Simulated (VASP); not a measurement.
# A VASP study of Zr2Ir (LDA): structure first, properties next, part 5 of 6

What structure does Zr2Ir take at this level, and what are its properties? The start is a computed cell from the Materials Project.

VASP 6.6.1; LDA; plane waves and PAW (Zr_sv, Ir).

So far. Step 5 (Bands along the symmetry lines (LDA)): There is no gap at this level. Step 6 (Total and projected DOS (LDA)): The finer mesh and the other smearing move the Fermi level by +0.03 eV from the 5×5×5 run, a small shift, which tests the Fermi level alone. Of the states within 0.3 eV of the Fermi level, the largest shares in the PAW spheres are Zr d 44 %, Ir d 12 % and Ir p 6 %. The rest lies in smaller channels or between the spheres.

**7. Vibrations at Γ (LDA) (continued)**

The modes at Γ (shares of kinetic energy by element, %):

| mode | frequency (cm⁻¹) | symmetry | Zr % | Ir % |
| --- | --- | --- | --- | --- |
| 1 | -0.2 | acoustic | 48 | 52 |
| 2 | -0.2 | acoustic | 48 | 52 |
| 3 | -0.1 | acoustic | 49 | 51 |
| 4 | 77.5 | Eg | 6 | 94 |
| 5 | 77.5 | Eg | 6 | 94 |
| 6 | 91.9 | Eu | 70 | 30 |
| 7 | 91.9 | Eu | 70 | 30 |
| 8 | 107.4 | A2u | 51 | 49 |
| 9 | 135.3 | Bu | 100 | 0 |
| 10 | 135.7 | Bg | 100 | 0 |
| 11 | 137.2 | A2g | 47 | 53 |
| 12 | 138.6 | Bg | 100 | 0 |
| 13 | 151.3 | A1g | 100 | 0 |
| 14 | 179.1 | Eg | 94 | 6 |
| 15 | 179.1 | Eg | 94 | 6 |
| 16 | 180.8 | Eu | 82 | 18 |
| 17 | 180.8 | Eu | 82 | 18 |
| 18 | 216.9 | A2g | 53 | 47 |

Displacements in mode 4 (77.5 cm⁻¹), the largest set to 1:
```
Zr1  0.00  0.00  0.35
Zr2  0.00  0.00 -0.35
Zr3  0.00  0.00 -0.18
Zr4  0.00  0.00  0.18
Ir5  1.00 -0.32  0.00
Ir6 -1.00  0.32  0.00
```

Displacements in mode 6 (91.9 cm⁻¹), the largest set to 1:
```
Zr1 -0.18 -0.25  0.00
Zr2 -0.18 -0.25  0.00
Zr3 -0.98  1.00  0.00
Zr4 -0.98  1.00  0.00
Ir5  0.55 -0.35  0.00
Ir6  0.55 -0.35  0.00
```

The three acoustic modes lie within 0.2 cm⁻¹ of zero, and all others are real. By the characters of their eigenvectors the optical modes sort into (cm⁻¹) Raman active: Eg 77, Bg 136, Bg 139, A1g 151, Eg 179; infrared active: Eu 92, A2u 107, Eu 181; silent: Bu 135, A2g 137, A2g 217. B labels carry no number here, since it depends on the setting of the axes. With a centre of inversion no mode is active in both.

**8. Volume scan with LDA, volume scale 0.94**

An equation of state needs energies on both sides of the minimum, all on one mesh and cutoff.

INCAR reads:

```
SYSTEM = Zr2Ir
PREC = Accurate
ENCUT = 400
EDIFF = 1E-06
NELM = 100
ISMEAR = 1
SIGMA = 0.2
LREAL = .FALSE.
ALGO = Normal
GGA = CA
NBANDS = 40
LASPH = .TRUE.
LORBIT = 11
LWAVE = .FALSE.
LCHARG = .FALSE.
KPAR = 4
ISIF = 2
```

POSCAR reads:

```
Zr2Ir
1.0
   -3.1414963936      3.1414963936      2.7521115462
    3.1414963936     -3.1414963936      2.7521115462
    3.1414963936      3.1414963936     -2.7521115462
Zr Ir
4 2
Direct
    0.6687102554      0.1687102554      0.8374205108
    0.3312897446      0.8312897446      0.1625794892
    0.8312897446      0.6687102554      0.5000000000
    0.1687102554      0.3312897446      0.5000000000
    0.7500000000      0.7500000000      0.0000000000
    0.2500000000      0.2500000000      0.0000000000
```

KPOINTS reads:

```
Automatic mesh
0
Gamma
5 5 5
0 0 0
```

Potentials, in the order of the species: Zr_sv and Ir (LDA family, release 64).

On the command line:

```bash
> mpirun -np 4 vasp_std
```

Log:

```text
[... set-up lines as in an earlier step ...]
 entering main loop
       N       E                     dE             d eps       ncg     rms          rms(c)
DAV:   1     0.670158612962E+03    0.67016E+03   -0.28818E+04  1440   0.138E+03
DAV:   2     0.220168397348E+01   -0.66796E+03   -0.64551E+03  1496   0.478E+02
DAV:   3    -0.583881803649E+02   -0.60590E+02   -0.58274E+02  2392   0.115E+02
DAV:   4    -0.638628410448E+02   -0.54747E+01   -0.54134E+01  2184   0.310E+01
DAV:   5    -0.641665006633E+02   -0.30366E+00   -0.30332E+00  2304   0.730E+00    0.344E+01
DAV:   6    -0.621237958446E+02    0.20427E+01   -0.27151E+00  1600   0.104E+01    0.145E+01
DAV:   7    -0.616698038162E+02    0.45399E+00   -0.20384E+00  2272   0.849E+00    0.206E+00
DAV:   8    -0.616712678359E+02   -0.14640E-02   -0.13425E-01  2040   0.171E+00    0.135E+00
DAV:   9    -0.616742987612E+02   -0.30309E-02   -0.77298E-02  2160   0.204E+00    0.487E-01
DAV:  10    -0.616691925597E+02    0.51062E-02   -0.20073E-02  2008   0.994E-01    0.530E-02
DAV:  11    -0.616692443105E+02   -0.51751E-04   -0.78344E-04  2056   0.136E-01    0.432E-02
DAV:  12    -0.616692455120E+02   -0.12015E-05   -0.94528E-05  2016   0.581E-02    0.181E-02
DAV:  13    -0.616692426774E+02    0.28347E-05   -0.12302E-05  1992   0.245E-02    0.360E-03
DAV:  14    -0.616692425486E+02    0.12874E-06   -0.61276E-07  1144   0.555E-03
   1 F= -.61669243E+02 E0= -.61669425E+02  d E =0.546425E-03
```

Elapsed: 16 s, on 4 MPI ranks of AMD EPYC 7R43, shared host; peak memory 0.68 GiB; 63 s of CPU time.

From OUTCAR (step 8):

```text
   ENCUT  =  400.0 eV  29.40 Ry    5.42 a.u.   8.52  8.52  8.52*2*pi/ulx,y,z

   NELECT =      66.0000    total number of electrons

 E-fermi :  10.2629

 k-point     1 :       0.0000    0.0000    0.0000
  band No.  band energies     occupation
    ...
     27       8.1279      2.00000
     28       8.9610      2.00000
     29       9.4537      2.00000
     30       9.4537      2.00000
     31       9.8902      2.02420
     32      10.7270     -0.00498
     33      10.8585     -0.00021
     34      10.8585     -0.00021
     35      10.8696     -0.00015
     36      10.8696     -0.00015
    ...

  Total        8.3618464      8.3618464      8.3080183      0.0000000      0.0000000      0.0000000
  in kB      123.3143491    123.3143491    122.5205313      0.0000000      0.0000000      0.0000000
  external PRESSURE =     123.0497432 kB  Pullay stress =       0.0000000 kB

 POSITION                                       TOTAL-FORCE (eV/Angst)
 -----------------------------------------------------------------------------------
      1.06001      4.20150      0.00000        -0.298205     -0.298205      0.000000
      2.08149     -1.06001      2.75211         0.298205      0.298205      0.000000
      1.06001      2.08149      2.75211        -0.298205      0.298205     -0.000000
      2.08149      1.06001      0.00000         0.298205     -0.298205     -0.000000
      0.00000      0.00000      4.12817        -0.000000     -0.000000     -0.000000
      0.00000      0.00000      1.37606        -0.000000     -0.000000     -0.000000
 -----------------------------------------------------------------------------------
    total drift:                                0.000000      0.000000     -0.000000

  FREE ENERGIE OF THE ION-ELECTRON SYSTEM (eV)
  ---------------------------------------------------
  free  energy   TOTEN  =       -61.6692425486 eV

  energy  without entropy=      -61.6697889734  energy(sigma->0) =      -61.66942469

[... 4 parts as in an earlier step ...]

[... 12 further parts left out ...]
```

The scan keeps the cell's shape and the fractional positions fixed.

Numbers from this step:

```yaml
scf_cycles: 14
irreducible_k_points: 18
free_energy_toten: -61.6692 eV
energy_at_zero_smearing: -61.6694 eV
fermi_energy: 10.26 eV
pressure: 12.30 GPa
```

Force by atom:

| atom | x (eV/Å) | y (eV/Å) | z (eV/Å) | size |
| --- | --- | --- | --- | --- |
| Zr1 | -0.298 | -0.298 | 0.000 | 0.422 |
| Zr2 | 0.298 | 0.298 | 0.000 | 0.422 |
| Zr3 | -0.298 | 0.298 | 0.000 | 0.422 |
| Zr4 | 0.298 | -0.298 | 0.000 | 0.422 |
| Ir5 | 0.000 | 0.000 | 0.000 | 0.000 |
| Ir6 | 0.000 | 0.000 | 0.000 | 0.000 |

The pressure here is 12.30 GPa.

**9. Volume scan with LDA, volume scale 0.96**

INCAR is that of step 8.

POSCAR: that of step 8 with these lines changed.

```diff
@@ -2,5 +2,5 @@
 1.0
-   -3.1414963936      3.1414963936      2.7521115462
-    3.1414963936     -3.1414963936      2.7521115462
-    3.1414963936      3.1414963936     -2.7521115462
+   -3.1636203366      3.1636203366      2.7714932520
+    3.1636203366     -3.1636203366      2.7714932520
+    3.1636203366      3.1636203366     -2.7714932520
 Zr Ir
```

KPOINTS is that of step 8.

On the command line:

```bash
> mpirun -np 4 vasp_std
```

Log:

```text
[... set-up lines as in an earlier step ...]
 entering main loop
       N       E                     dE             d eps       ncg     rms          rms(c)
DAV:   1     0.666289625411E+03    0.66629E+03   -0.28954E+04  1440   0.137E+03
DAV:   2     0.145836998017E+01   -0.66483E+03   -0.64291E+03  1480   0.475E+02
DAV:   3    -0.585361248182E+02   -0.59994E+02   -0.57305E+02  2384   0.114E+02
DAV:   4    -0.641236360959E+02   -0.55875E+01   -0.55391E+01  2192   0.312E+01
DAV:   5    -0.644140996753E+02   -0.29046E+00   -0.29011E+00  2288   0.707E+00    0.328E+01
DAV:   6    -0.622838726349E+02    0.21302E+01   -0.28949E+00  1664   0.106E+01    0.137E+01
DAV:   7    -0.618196422330E+02    0.46423E+00   -0.21015E+00  2264   0.876E+00    0.208E+00
DAV:   8    -0.618204609071E+02   -0.81867E-03   -0.14619E-01  2128   0.185E+00    0.143E+00
DAV:   9    -0.618216017048E+02   -0.11408E-02   -0.87078E-02  2136   0.212E+00    0.462E-01
DAV:  10    -0.618168343979E+02    0.47673E-02   -0.19161E-02  1992   0.946E-01    0.590E-02
DAV:  11    -0.618168825300E+02   -0.48132E-04   -0.76052E-04  2000   0.130E-01    0.398E-02
DAV:  12    -0.618168842200E+02   -0.16899E-05   -0.91904E-05  2112   0.546E-02    0.162E-02
DAV:  13    -0.618168821203E+02    0.20997E-05   -0.12131E-05  2000   0.229E-02    0.315E-03
DAV:  14    -0.618168819643E+02    0.15600E-06   -0.61072E-07  1120   0.596E-03
   1 F= -.61816882E+02 E0= -.61816917E+02  d E =0.103766E-03
```

The job ended after 17 s (4 MPI ranks; peak memory 0.68 GiB).

Parts of OUTCAR (step 9):

```text
   ENCUT  =  400.0 eV  29.40 Ry    5.42 a.u.   8.58  8.58  8.58*2*pi/ulx,y,z

   NELECT =      66.0000    total number of electrons

 E-fermi :   9.9862

 k-point     1 :       0.0000    0.0000    0.0000
  band No.  band energies     occupation
    ...
     27       7.9055      2.00000
     28       8.6969      2.00000
     29       9.2130      2.00000
     30       9.2130      2.00000
     31       9.6328      2.03146
     32      10.4598     -0.00409
     33      10.5474     -0.00053
     34      10.5474     -0.00053
     35      10.5579     -0.00040
     36      10.5579     -0.00040
    ...

  Total        5.4009661      5.4009661      5.3492801      0.0000000     -0.0000000      0.0000000
  in kB       77.9901035     77.9901035     77.2437574      0.0000000     -0.0000000      0.0000000
  external PRESSURE =      77.7413214 kB  Pullay stress =       0.0000000 kB

 POSITION                                       TOTAL-FORCE (eV/Angst)
 -----------------------------------------------------------------------------------
      1.06747      4.23109      0.00000        -0.191318     -0.191318     -0.000000
      2.09615     -1.06747      2.77149         0.191318      0.191318      0.000000
      1.06747      2.09615      2.77149        -0.191318      0.191318      0.000000
      2.09615      1.06747      0.00000         0.191318     -0.191318      0.000000
      0.00000      0.00000      4.15724         0.000000      0.000000     -0.000000
      0.00000      0.00000      1.38575        -0.000000      0.000000     -0.000000
 -----------------------------------------------------------------------------------
    total drift:                                0.000000      0.000000     -0.000000

  FREE ENERGIE OF THE ION-ELECTRON SYSTEM (eV)
  ---------------------------------------------------
  free  energy   TOTEN  =       -61.8168819643 eV

  energy  without entropy=      -61.8169857301  energy(sigma->0) =      -61.81691655

[... 4 parts as in an earlier step ...]

[... 12 further parts left out ...]
```

Numbers from this step:

```yaml
free_energy_toten: -61.8169 eV
fermi_energy: 9.986 eV
pressure: 7.774 GPa
```

Force by atom:

| atom | x (eV/Å) | y (eV/Å) | z (eV/Å) | size |
| --- | --- | --- | --- | --- |
| Zr1 | -0.191 | -0.191 | 0.000 | 0.271 |
| Zr2 | 0.191 | 0.191 | 0.000 | 0.271 |
| Zr3 | -0.191 | 0.191 | 0.000 | 0.271 |
| Zr4 | 0.191 | -0.191 | 0.000 | 0.271 |
| Ir5 | 0.000 | 0.000 | 0.000 | 0.000 |
| Ir6 | 0.000 | 0.000 | 0.000 | 0.000 |

The pressure falls from 12.30 to 7.77 GPa.

The run ends at a pressure of 7.77 GPa, with forces up to 0.27 eV/Å.

**10. Volume scan with LDA, volume scale 0.98**

INCAR is that of step 9.

POSCAR: that of step 9 with these lines changed.

```diff
@@ -2,5 +2,5 @@
 1.0
-   -3.1636203366      3.1636203366      2.7714932520
-    3.1636203366     -3.1636203366      2.7714932520
-    3.1636203366      3.1636203366     -2.7714932520
+   -3.1854390973      3.1854390973      2.7906076025
+    3.1854390973     -3.1854390973      2.7906076025
+    3.1854390973      3.1854390973     -2.7906076025
 Zr Ir
```

KPOINTS is that of step 9.

On the command line:

```bash
> mpirun -np 4 vasp_std
```

Log:

```text
[... set-up lines as in an earlier step ...]
 entering main loop
       N       E                     dE             d eps       ncg     rms          rms(c)
DAV:   1     0.658315462520E+03    0.65832E+03   -0.28836E+04  1440   0.137E+03
DAV:   2     0.106401233443E+01   -0.65725E+03   -0.63567E+03  1504   0.473E+02
DAV:   3    -0.591901973719E+02   -0.60254E+02   -0.58040E+02  2416   0.112E+02
DAV:   4    -0.642888625198E+02   -0.50987E+01   -0.50434E+01  2192   0.296E+01
[...]
DAV:  12    -0.619023564979E+02    0.21657E-05   -0.10371E-04  2040   0.572E-02    0.165E-02
DAV:  13    -0.619023548797E+02    0.16182E-05   -0.10064E-05  1976   0.217E-02    0.284E-03
DAV:  14    -0.619023547554E+02    0.12427E-06   -0.49769E-07  1120   0.507E-03
   1 F= -.61902355E+02 E0= -.61902126E+02  d E =-.686171E-03
```

The job ended after 16 s (4 MPI ranks; peak memory 0.67 GiB; 63 s of CPU time).

From OUTCAR (step 10):

```text
  Total        2.6216966      2.6216966      2.5789060      0.0000000     -0.0000000      0.0000000
  in kB       37.0847738     37.0847738     36.4794871      0.0000000     -0.0000000      0.0000000
  external PRESSURE =      36.8830115 kB  Pullay stress =       0.0000000 kB

 POSITION                                       TOTAL-FORCE (eV/Angst)
 -----------------------------------------------------------------------------------
      1.07483      4.26027      0.00000        -0.093642     -0.093642     -0.000000
      2.11061     -1.07483      2.79061         0.093642      0.093642      0.000000
      1.07483      2.11061      2.79061        -0.093642      0.093642     -0.000000
      2.11061      1.07483      0.00000         0.093642     -0.093642     -0.000000
      0.00000      0.00000      4.18591        -0.000000      0.000000     -0.000000
      0.00000      0.00000      1.39530        -0.000000      0.000000     -0.000000
 -----------------------------------------------------------------------------------
    total drift:                                0.000000      0.000000     -0.000000

  FREE ENERGIE OF THE ION-ELECTRON SYSTEM (eV)
  ---------------------------------------------------
  free  energy   TOTEN  =       -61.9023547554 eV

  energy  without entropy=      -61.9016685845  energy(sigma->0) =      -61.90212603

[... 1 part as in an earlier step ...]

[... 2 further parts left out ...]
[key lines of the parts left out:]
E-fermi :   9.7201
```

The pressure falls from 7.77 to 3.69 GPa.

The run ends at a pressure of 3.69 GPa, with forces up to 0.13 eV/Å.

**11. Volume scan with LDA, volume scale 1**

INCAR is that of step 10.

POSCAR: that of step 10 with these lines changed.

```diff
@@ -2,5 +2,5 @@
 1.0
-   -3.1854390973      3.1854390973      2.7906076025
-    3.1854390973     -3.1854390973      2.7906076025
-    3.1854390973      3.1854390973     -2.7906076025
+   -3.2069629874      3.2069629874      2.8094636313
+    3.2069629874     -3.2069629874      2.8094636313
+    3.2069629874      3.2069629874     -2.8094636313
 Zr Ir
```

KPOINTS is that of step 10.

On the command line:

```bash
> mpirun -np 4 vasp_std
```

Log:

```text
[... set-up lines as in an earlier step ...]
 entering main loop
       N       E                     dE             d eps       ncg     rms          rms(c)
[... 1 cycle as in an earlier step ...]
DAV:   2     0.926673351691E+00   -0.65418E+03   -0.63336E+03  1472   0.471E+02
DAV:   3    -0.592085943056E+02   -0.60135E+02   -0.57994E+02  2440   0.113E+02
DAV:   4    -0.644405820478E+02   -0.52320E+01   -0.51821E+01  2208   0.302E+01
DAV:   5    -0.647291575715E+02   -0.28858E+00   -0.28832E+00  2272   0.695E+00    0.300E+01
[...]
DAV:  12    -0.619317847813E+02    0.75751E-05   -0.10454E-04  2016   0.591E-02    0.169E-02
DAV:  13    -0.619317836318E+02    0.11495E-05   -0.60965E-06  1784   0.183E-02    0.280E-03
DAV:  14    -0.619317835700E+02    0.61729E-07   -0.35509E-07  1120   0.410E-03
   1 F= -.61931784E+02 E0= -.61931257E+02  d E =-.158033E-02
```

Wall time 16 s (4 MPI ranks); peak memory 0.68 GiB; 63 s of CPU time.

OUTCAR, selected parts (step 11):

```text
  Total        0.0085494      0.0085494     -0.0197756      0.0000000     -0.0000000      0.0000000
  in kB        0.1185156      0.1185156     -0.2741372      0.0000000     -0.0000000      0.0000000
  external PRESSURE =      -0.0123687 kB  Pullay stress =       0.0000000 kB

 POSITION                                       TOTAL-FORCE (eV/Angst)
 -----------------------------------------------------------------------------------
      1.08210      4.28906      0.00000        -0.004514     -0.004514     -0.000000
      2.12487     -1.08210      2.80946         0.004514      0.004514      0.000000
      1.08210      2.12487      2.80946        -0.004514      0.004514      0.000000
      2.12487      1.08210      0.00000         0.004514     -0.004514     -0.000000
      0.00000      0.00000      4.21420         0.000000     -0.000000     -0.000000
      0.00000      0.00000      1.40473         0.000000     -0.000000     -0.000000
 -----------------------------------------------------------------------------------
    total drift:                                0.000000      0.000000     -0.000000

  FREE ENERGIE OF THE ION-ELECTRON SYSTEM (eV)
  ---------------------------------------------------
  free  energy   TOTEN  =       -61.9317835700 eV

  energy  without entropy=      -61.9302032392  energy(sigma->0) =      -61.93125679

[... 2 parts as in an earlier step ...]

[... 1 further part left out ...]
[key lines of the parts left out:]
E-fermi :   9.4639
```

The pressure falls from 3.69 to 0.00 GPa.

The run ends at a pressure of 0.00 GPa, with forces up to 0.0064 eV/Å.

**12. Volume scan with LDA, volume scale 1.02**

INCAR is that of step 11.

POSCAR: that of step 11 with these lines changed.

```diff
@@ -2,5 +2,5 @@
 1.0
-   -3.2069629874      3.2069629874      2.8094636313
-    3.2069629874     -3.2069629874      2.8094636313
-    3.2069629874      3.2069629874     -2.8094636313
+   -3.2282017718      3.2282017718      2.8280698929
+    3.2282017718     -3.2282017718      2.8280698929
+    3.2282017718      3.2282017718     -2.8280698929
 Zr Ir
```

KPOINTS is that of step 11.

On the command line:

```bash
> mpirun -np 4 vasp_std
```

Log:

```text
[... set-up lines as in an earlier step ...]
 entering main loop
       N       E                     dE             d eps       ncg     rms          rms(c)
DAV:   1     0.650935112662E+03    0.65094E+03   -0.28985E+04  1440   0.136E+03
DAV:   2    -0.193300320743E-01   -0.65095E+03   -0.62799E+03  1496   0.468E+02
DAV:   3    -0.590478968646E+02   -0.59029E+02   -0.56901E+02  2384   0.112E+02
DAV:   4    -0.645053994031E+02   -0.54575E+01   -0.54084E+01  2264   0.307E+01
[...]
DAV:  11    -0.619103223911E+02   -0.83137E-04   -0.98932E-04  2016   0.131E-01    0.448E-02
DAV:  12    -0.619103135442E+02    0.88469E-05   -0.92318E-05  2112   0.555E-02    0.169E-02
DAV:  13    -0.619103126736E+02    0.87061E-06   -0.44353E-06  1712   0.146E-02
   1 F= -.61910313E+02 E0= -.61909524E+02  d E =-.236466E-02
```

Wall time 16 s (4 MPI ranks); peak memory 0.69 GiB; 60 s of CPU time.

From OUTCAR (step 12):

```text
  Total       -2.4429229     -2.4429229     -2.4529611      0.0000000      0.0000000      0.0000000
  in kB      -33.2008241    -33.2008241    -33.3372502      0.0000000      0.0000000      0.0000000
  external PRESSURE =     -33.2462995 kB  Pullay stress =       0.0000000 kB

 POSITION                                       TOTAL-FORCE (eV/Angst)
 -----------------------------------------------------------------------------------
      1.08926      4.31746      0.00000         0.076839      0.076839      0.000000
      2.13894     -1.08926      2.82807        -0.076839     -0.076839     -0.000000
      1.08926      2.13894      2.82807         0.076839     -0.076839      0.000000
      2.13894      1.08926      0.00000        -0.076839      0.076839      0.000000
      0.00000      0.00000      4.24210        -0.000000      0.000000      0.000000
      0.00000      0.00000      1.41403        -0.000000     -0.000000      0.000000
 -----------------------------------------------------------------------------------
    total drift:                                0.000000      0.000000     -0.000000

  FREE ENERGIE OF THE ION-ELECTRON SYSTEM (eV)
  ---------------------------------------------------
  free  energy   TOTEN  =       -61.9103126736 eV

  energy  without entropy=      -61.9079480091  energy(sigma->0) =      -61.90952445

[... 1 part as in an earlier step ...]

[... 2 further parts left out ...]
[key lines of the parts left out:]
E-fermi :   9.2173
```

The pressure falls from 0.00 to -3.32 GPa.

The run ends at a pressure of -3.32 GPa, with forces up to 0.11 eV/Å.

(Part 5 of 6 ends here.)

[Lines on the potential files, build, host, timing and source positions are cut from VASP's logs without a mark.]

[Logs are printed without paths, hosts, clocks, repeated set-up lines and the standing remarks that a program may print on its own settings, such as how far it seeks lower states.]

[Hosts, paths, dates, database ids (printed as entryN), source tags and the programs' standing remarks are cut or masked in the printed files.]

[A measured line is paired with the nearest computed mode of its activity, which favours agreement.]
